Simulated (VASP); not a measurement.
Here is the system:

```
CELL_PARAMETERS angstrom
     -2.81068     2.81068     2.81068
      2.81068    -2.81068     2.81068
      2.81068     2.81068    -2.81068
ATOMIC_POSITIONS crystal
  Rb 0.00000 0.00000 0.00000
```

Computed with PBE GGA with D3 dispersion (zero damping), VASP's PBE PAW potentials (set 64) (plane waves; VASP). Settings: 520 eV cut-off, Gaussian smearing of 0.050 eV, potentials Rb_sv.

Give the energies of bands 5 to 7 at the high-symmetry points, in eV from the Fermi level.

```json
[
 {"band": "5", "Γ": "-2.03", "H": "1.22", "N": "0.21", "P": "1.28"},
 {"band": "6", "Γ": "3.68", "H": "1.22", "N": "0.77", "P": "1.28"},
 {"band": "7", "Γ": "3.68", "H": "3.29", "N": "2.56", "P": "1.28"}
]
```

It has no gap at this level: it comes out as a metal or semimetal.

The compound is Rb in the bcc structure. It was relaxed first.
